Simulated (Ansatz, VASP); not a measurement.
# Cross-check of SiO2 (SiO2 (P3_221)) between VASP and Ansatz

Aim: how closely do two programs agree when they are given the same cell, functional and k mesh? The cell is taken from a series of runs on this material, whose earlier steps may have relaxed, scaled, displaced or heated it; both programs get it as it stands.

Calculated with Ansatz 0.2.0; plane waves, with VASP 6.6.1 beside it; single point at HSE06.

### 1. Set-up

The cell holds 18 atoms: 6 Si and 12 O. Its edges and angles: a = 7.453 Å, b = 7.453 Å, c = 5.018 Å, α = 70.3°, β = 70.3°, γ = 71.3°.

### 2. VASP: single point, HSE06

A single point gives forces, pressure and levels at one fixed geometry, so differences don't come from the geometry; what else differs is listed under the comparison.

Lines of VASP's logs that name or quote its potential files are left out, and so is its time.

The run reads the wave functions of an earlier VASP run, which isn't shown here.

INCAR reads:

```
SYSTEM = SiO2
PREC = Accurate
ENCUT = 520
EDIFF = 1E-06
NELM = 100
ISMEAR = 0
SIGMA = 0.01
LREAL = .FALSE.
ALGO = Normal
LHFCALC = .TRUE.
AEXX = 0.25
GGA = PE
HFSCREEN = 0.208
LASPH = .TRUE.
NBANDS = 66
PRECFOCK = Fast
LORBIT = 11
LWAVE = .FALSE.
LCHARG = .FALSE.
ISIF = 2
```

POSCAR reads:

```
SiO2
1.0
   -2.5092379000      4.3461275300      5.5095130400
    5.0184758000      0.0000000000      5.5095130400
    2.5092379000      4.3461275300      0.0000000000
Si O
6 12
Direct
    0.4048133435      0.9288172790      0.0710798441
    0.9048133435      0.4288172790      0.5710798441
    0.0002991402      0.9993986813      0.5233942107
    0.5002991402      0.4993986813      0.0233942107
    0.0953100832      0.5716341442      0.9053360717
    0.5953100832      0.0716341442      0.4053360717
    0.0619682282      0.4764245989      0.6828011577
    0.5619682282      0.9764245989      0.1828011577
    0.0674022954      0.8080853045      0.7763726466
    0.5674022954      0.3080853045      0.2763726466
    0.1812214343      0.0226303949      0.2309099293
    0.6812214343      0.5226303949      0.7309099293
    0.3167600647      0.4743989421      0.9435056237
    0.8167600647      0.9743989421      0.4435056237
    0.4352276175      0.6927059803      0.1457527417
    0.9352276175      0.1927059803      0.6457527417
    0.4369977932      0.0259046749      0.7208477744
    0.9369977932      0.5259046749      0.2208477744
```

KPOINTS reads:

```
Automatic mesh
0
Gamma
1 1 2
0 0 0
```

The projector-augmented-wave data sets are Si and O (PBE family, release 64).

Started as:

```console
$ export OMP_NUM_THREADS=3
$ mpirun -np 1 vasp_std
```

Numbers of over 12 decimals in the logs are rounded to 6 here.

The program printed:

```text
[banner, memory and clock lines left out]
running    1 mpi-ranks, on    1 nodes
 distrk:  each k-point on    1 cores,    1 groups
 distr:  one band on    1 cores,    1 groups
 Offloading initialized ...    1 GPUs detected
 POSCAR found type information on POSCAR SiO
 POSCAR found :  2 types and      18 ions
|                                                                             |
|               ----> ADVICE to this user running VASP <----                  |
|                                                                             |
|     You have a (more or less) 'large supercell' and for larger cells it     |
|     might be more efficient to use real-space projection operators.         |
|     Therefore, try LREAL= Auto in the INCAR file.                           |
|     Mind: For very accurate calculation, you might also keep the            |
|     reciprocal projection scheme (i.e. LREAL=.FALSE.).                      |
|                                                                             |

 LDA part: xc-table for (Slater+PW92), standard interpolation
|                                                                             |
|           W    W    AA    RRRRR   N    N  II  N    N   GGGG   !!!           |
|           W    W   A  A   R    R  NN   N  II  NN   N  G    G  !!!           |
|           W    W  A    A  R    R  N N  N  II  N N  N  G       !!!           |
|           W WW W  AAAAAA  RRRRR   N  N N  II  N  N N  G  GGG   !            |
|           WW  WW  A    A  R   R   N   NN  II  N   NN  G    G                |
|           W    W  A    A  R    R  N    N  II  N    N   GGGG   !!!           |
|                                                                             |
|     Your reciprocal lattice and k-lattice belong to different lattice       |
|     classes:                                                                |
|                                                                             |
|        The reciprocal lattice is face-centered orthorhombic,                |
|        whereas your k-lattice is base-centered monoclinic.                  |
|                                                                             |
|     Results are often still useful ...                                      |
|                                                                             |

 found WAVECAR, reading the header
 POSCAR, INCAR and KPOINTS ok, starting setup
 FFT: planning ... GRIDC
 FFT: planning ... GRID_SOFT
 FFT: planning ... GRID
 reading WAVECAR
 the WAVECAR file was read successfully
 initial charge from wavefunction
 entering main loop
       N       E                     dE             d eps       ncg     rms          rms(c)
DAV:   1    -0.175034467834E+03   -0.17503E+03   -0.26375E+00   302   0.794E+00    0.760E+00
DAV:   2    -0.175054806576E+03   -0.20339E-01   -0.10377E-01   320   0.127E+00    0.563E+00
DAV:   3    -0.175045635877E+03    0.91707E-02   -0.86512E-03   320   0.351E-01    0.338E+00
DAV:   4    -0.175043595242E+03    0.20406E-02   -0.28032E-03   320   0.184E-01    0.193E+00
DAV:   5    -0.175042967071E+03    0.62817E-03   -0.37138E-04   320   0.892E-02    0.109E+00
DAV:   6    -0.175042759095E+03    0.20798E-03   -0.11596E-04   320   0.584E-02    0.616E-01
DAV:   7    -0.175042698891E+03    0.60204E-04   -0.32662E-05   320   0.322E-02    0.350E-01
DAV:   8    -0.175042681502E+03    0.17388E-04   -0.94189E-06   320   0.165E-02    0.199E-01
DAV:   9    -0.175042677130E+03    0.43727E-05   -0.32602E-06   256   0.934E-03    0.113E-01
DAV:  10    -0.175042676435E+03    0.69483E-06   -0.13137E-06   216   0.641E-03
   1 F= -.17504268E+03 E0= -.17504268E+03  d E =-.702263E-15
```

OUTCAR, selected parts (step 2):

```text
ion  position               nearest neighbor table
   1  0.405  0.929  0.071-  17 1.63  11 1.63  15 1.63   8 1.63   6 3.11   3 3.11   6 3.12   4 3.12

  LATTYP: Found a body centered orthorhombic cell.
 ALAT       =     5.0184757991
 B/A-ratio  =     1.7320508078
 C/A-ratio  =     2.1956917840

 Subroutine GETGRP returns: Found  1 space group operations
 (whereof  1 operations were pure point group operations)

The static configuration has the point symmetry C_1 .

 Found      2 irreducible k-points:

   k-points           NKPTS =      2   k-points in BZ     NKDIM =      2   number of bands    NBANDS=     66

   dimension x,y,z NGX =    56 NGY =   56 NGZ =   40
   dimension x,y,z NGXF=   112 NGYF=  112 NGZF=   80

   ENCUT  =  520.0 eV  38.22 Ry    6.18 a.u.  13.86 13.86  9.33*2*pi/ulx,y,z

   NELECT =      96.0000    total number of electrons

 k-points in reciprocal lattice and weights: Automatic mesh
   0.00000000  0.00000000  0.00000000       0.500
   0.00000000  0.00000000  0.50000000       0.500

  exchange ACFDT corr.  =         0.00000000  see jH, gK, PRB 81, 115126

 average (electrostatic) potential at core
       1 -83.5125       2 -83.5125       3 -83.5144       4 -83.5144       5 -83.5182
       6 -83.5182       7 -66.7033       8 -66.7033       9 -66.6913      10 -66.6913
      11 -66.6819      12 -66.6819      13 -66.7009      14 -66.7009      15 -66.7047
      16 -66.7047      17 -66.6716      18 -66.6716

 E-fermi :  -0.8106

 k-point     1 :       0.0000    0.0000    0.0000
  band No.  band energies     occupation
    ...
     44      -1.3402      2.00000
     45      -1.2494      2.00000
     46      -1.0669      2.00000
     47      -1.0390      2.00000
     48      -0.9286      2.00000
     49       6.8375      0.00000
     50       9.8262      0.00000
     51      10.3074      0.00000
     52      10.3176      0.00000
     53      10.3285      0.00000
    ...

 k-point     2 :       0.0000    0.0000    0.5000
  band No.  band energies     occupation
    ...
     44      -1.4180      2.00000
     45      -1.1631      2.00000
     46      -1.1631      2.00000
     47      -0.8652      2.00000
     48      -0.8652      2.00000
     49       9.2483      0.00000
     50       9.2483      0.00000
     51      10.2721      0.00000
     52      10.2721      0.00000
     53      10.6654      0.00000
    ...

  Total       -8.1890285     -8.4045554     -8.3834662      0.2971014     -0.2831701     -0.3695233
  in kB      -54.5915534    -56.0283476    -55.8877580      1.9806044     -1.8877324     -2.4633995
  external PRESSURE =     -55.5025530 kB  Pullay stress =       0.0000000 kB

  energy-cutoff  :      520.00
  volume of cell :      240.34
      direct lattice vectors                 reciprocal lattice vectors
    -2.509237900  4.346127530  5.509513040    -0.099631844  0.057522472  0.090752122
     5.018475800  0.000000000  5.509513040     0.099631844 -0.057522472  0.090752122
     2.509237900  4.346127530  0.000000000     0.099631844  0.172567417 -0.090752122

 POSITION                                       TOTAL-FORCE (eV/Angst)
 -----------------------------------------------------------------------------------
      3.82383      2.06829      7.34766         0.015076     -0.045030     -0.011196
      1.31459      6.41442      7.34766         0.015076     -0.045030     -0.011196
      6.32803      2.27604      5.50785         0.010796      0.010206     -0.016902
      1.30955      2.27604      5.50785         0.010796      0.010206     -0.016902
      4.90128      4.34894      3.67454        -0.008422      0.013682      0.008548
     -0.11720      4.34894      3.67454        -0.008422      0.013682      0.008548
      3.94874      3.23686      2.96628         0.306071     -0.031939     -0.142682
      3.94874      3.23686      8.47580         0.306071     -0.031939     -0.142682
      5.83433      3.66715      4.82351        -0.184100     -0.249280     -0.164428
      0.81586      3.66715      4.82351        -0.184100     -0.249280     -0.164428
      0.23825      1.79118      1.12312        -0.112892      0.289939     -0.129092
      2.74749      6.13730      6.63264        -0.112892      0.289939     -0.129092
      3.95341      5.47728      4.35890         0.287780      0.029645      0.160085
      3.95341      5.47728      9.86841         0.287780      0.029645      0.160085
      2.74997      2.52501      6.21436        -0.114793     -0.257541      0.157509
      0.24073      6.87114      6.21436        -0.114793     -0.257541      0.157509
      0.84225      5.03214      2.55037        -0.199516      0.240318      0.138158
      0.84225      5.03214      8.05988        -0.199516      0.240318      0.138158
 -----------------------------------------------------------------------------------
    total drift:                                0.002607      0.002812     -0.002165

  FREE ENERGIE OF THE ION-ELECTRON SYSTEM (eV)
  ---------------------------------------------------
  free  energy   TOTEN  =      -175.0426764348 eV

  energy  without entropy=     -175.0426764348  energy(sigma->0) =     -175.04267643

 total charge
# of ion       s       p       d       tot
------------------------------------------
    1        0.641   0.983   0.000   1.623
    2        0.641   0.983   0.000   1.623
    3        0.641   0.982   0.000   1.624
    4        0.641   0.982   0.000   1.624
    5        0.642   0.981   0.000   1.622
    6        0.642   0.981   0.000   1.622
    7        1.552   3.713   0.000   5.265
    8        1.552   3.713   0.000   5.265
    9        1.552   3.712   0.000   5.264
   10        1.552   3.712   0.000   5.264
   11        1.552   3.715   0.000   5.267
   12        1.552   3.715   0.000   5.267
   13        1.551   3.716   0.000   5.267
   14        1.551   3.716   0.000   5.267
   15        1.551   3.718   0.000   5.269
   16        1.551   3.718   0.000   5.269
   17        1.553   3.714   0.000   5.267
   18        1.553   3.714   0.000   5.267
--------------------------------------------------
tot         22.469  50.465   0.000  72.934
```

The run ends at a pressure of -5.55 GPa, with forces up to 0.35 eV/Å.

(Continued in part 2 of 2.)

[Lines on the potential files, build, host, timing and source positions are cut from VASP's logs without a mark.]

[Logs are printed without paths, hosts, clocks, repeated set-up lines and the standing remarks that a program may print on its own settings, such as how far it seeks lower states.]

[Hosts, paths, dates, database ids (printed as entryN), source tags and the programs' standing remarks are cut or masked in the printed files.]
